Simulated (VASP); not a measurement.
Data:

```
BiSi63
1.0
   10.93707     0.00000     0.00000
    0.00000    10.93707     0.00000
    0.00000     0.00000    10.93707
Si Bi
63 1
Direct
  0.50000   0.00000   0.00000
  0.62500   0.12500   0.12500
  0.75000   0.25000   0.00000
  0.87500   0.37500   0.12500
  0.75000   0.00000   0.25000
  0.87500   0.12500   0.37500
  0.00000   0.00000   0.00000
  0.12500   0.12500   0.12500
  0.25000   0.25000   0.00000
  0.37500   0.37500   0.12500
  0.50000   0.50000   0.00000
  0.62500   0.62500   0.12500
  0.75000   0.75000   0.00000
  0.87500   0.87500   0.12500
  0.25000   0.00000   0.25000
  0.37500   0.12500   0.37500
  0.50000   0.25000   0.25000
  0.62543   0.37930   0.37866
  0.75000   0.50000   0.25000
  0.87500   0.62500   0.37500
  0.50000   0.00000   0.50000
  0.62500   0.12500   0.62500
  0.75000   0.25000   0.50000
  0.87500   0.37500   0.62500
  0.75000   0.00000   0.75000
  0.87500   0.12500   0.87500
  0.00000   0.50000   0.00000
  0.12500   0.62500   0.12500
  0.25000   0.75000   0.00000
  0.37500   0.87500   0.12500
  0.00000   0.25000   0.25000
  0.12500   0.37500   0.37500
  0.25000   0.50000   0.25000
  0.37597   0.62676   0.37537
  0.50000   0.75000   0.25000
  0.62500   0.87500   0.37500
  0.00000   0.00000   0.50000
  0.12500   0.12500   0.62500
  0.25000   0.25000   0.50000
  0.37612   0.37931   0.62652
  0.62281   0.62123   0.62660
  0.75000   0.75000   0.50000
  0.87500   0.87500   0.62500
  0.25000   0.00000   0.75000
  0.37500   0.12500   0.87500
  0.50000   0.25000   0.75000
  0.62500   0.37500   0.87500
  0.75000   0.50000   0.75000
  0.87500   0.62500   0.87500
  0.00000   0.75000   0.25000
  0.12500   0.87500   0.37500
  0.00000   0.50000   0.50000
  0.12500   0.62500   0.62500
  0.25000   0.75000   0.50000
  0.37500   0.87500   0.62500
  0.00000   0.25000   0.75000
  0.12500   0.37500   0.87500
  0.25000   0.50000   0.75000
  0.37500   0.62500   0.87500
  0.50000   0.75000   0.75000
  0.62500   0.87500   0.87500
  0.00000   0.75000   0.75000
  0.12500   0.87500   0.87500
  0.49951   0.49746   0.50355
```

All values below come from PBE GGA, VASP's PBE PAW potentials (set 64) (plane waves; VASP 6.6.1). Numerical set-up: PREC = Normal, LREAL = Auto, ISYM = 0, EDIFF = 1E-5, 400 eV cut-off, 1×1×1 Γ-centred mesh, Gaussian smearing of 0.050 eV, potentials Si Bi. Starting moments (MAGMOM): 64*0.0156. The cell's moment is fixed (NUPDOWN = 1).

The supercell is sampled at Γ alone, which is coarse: total energies, pressure and levels can be off, energies of defects by several tenths of an eV.

Task: The ions are relaxed. Predict the relaxed structure.

Result: 
```
BiSi63
1.0
   10.93707     0.00000     0.00000
    0.00000    10.93707     0.00000
    0.00000     0.00000    10.93707
Si Bi
63 1
Cartesian
  5.46818   0.00131   0.00319
  6.84079   1.35586   1.35892
  8.20410   2.73205   0.00438
  9.58083   4.09620   1.35859
  8.20428   0.00228   2.73475
  9.58262   1.35626   4.09602
 10.93697  10.93707  10.93691
  1.37279   1.37259   1.37262
  2.73452   2.73402  10.93646
  4.09923   4.09824   1.36777
  5.46799   5.46761   0.00227
  6.83981   6.83963   1.36392
  8.20395   8.20408  10.93401
  9.56481   9.56476   1.37288
  2.73457   0.00077   2.73475
  4.09987   1.36875   4.09972
  5.46370   2.69950   2.69892
  7.00531   3.93915   3.93788
  8.24259   5.48021   2.69642
  9.57338   6.84079   4.09931
  5.46811   0.00051   5.46785
  6.83818   1.36602   6.83840
  8.24290   2.69632   5.47806
  9.57412   4.09752   6.84032
  8.20276  10.93608   8.20327
  9.56479   1.37248   9.56470
 10.93569   5.46846   0.00406
  1.35522   6.84107   1.35739
  2.73247   8.20522   0.00473
  4.09595   9.58367   1.35757
 10.93636   2.73426   2.73417
  1.36699   4.09951   4.09885
  2.69738   5.46234   2.69674
  3.93514   7.00662   3.93395
  5.47899   8.24334   2.69510
  6.84016   9.57211   4.09984
 10.93466  10.93600   5.46857
  1.35454   1.35366   6.84067
  2.69457   2.69590   5.46251
  3.92370   3.92965   7.01691
  7.00389   7.00193   7.01023
  8.23950   8.23906   5.46320
  9.57932   9.58128   6.84120
  2.73385   0.00277   8.20389
  4.09636   1.35505   9.58376
  5.47775   2.69472   8.24471
  6.83992   4.09711   9.57559
  8.24411   5.45770   8.24529
  9.58373   6.84114   9.58340
  0.00322   8.20508   2.73413
  1.35597   9.58446   4.09601
  0.00011   5.46851   5.46794
  1.36324   6.84064   6.83868
  2.69524   8.24360   5.47700
  4.09859   9.57317   6.83996
  0.00345   2.73303   8.20439
  1.35382   4.09645   9.58571
  2.69018   5.48182   8.24778
  4.09798   6.84074   9.57650
  5.45972   8.24345   8.24461
  6.84115   9.58416   9.58363
 10.93400   8.20473   8.20329
  1.37273   9.56489   9.56460
  5.46091   5.46643   5.47753
``` The cell ends with 1.00 μB, on the first 30 sites 0.01 0.00 0.00 0.00 0.00 0.00 0.00 0.00 0.00 0.00 0.00 0.00 0.00 0.00 0.00 0.00 0.00 0.02 0.00 0.00 0.00 0.00 0.00 0.00 0.00 0.00 0.01 0.00 0.00 0.00 μB.

Task: How much energy does the relaxation gain?

Result: The energy (σ→0) changes by -43.1 meV/atom, in 10 ionic steps.

```csv
step,E(σ→0) (eV),max force (eV/Å),pressure (GPa),volume (Å³)
1,-334.6199,5.661,2.32,1308.29
2,-337.0589,1.316,1.89,1308.29
3,-337.0956,1.048,1.88,1308.29
4,-337.3150,0.258,1.81,1308.29
5,-337.3247,0.244,1.80,1308.29
6,-337.3633,0.139,1.79,1308.29
7,-337.3683,0.103,1.79,1308.29
8,-337.3757,0.039,1.79,1308.29
9,-337.3761,0.055,1.79,1308.29
10,-337.3776,0.029,1.80,1308.29
```

The cell is a supercell with a defect, built from Si (diamond): Bi_Si.
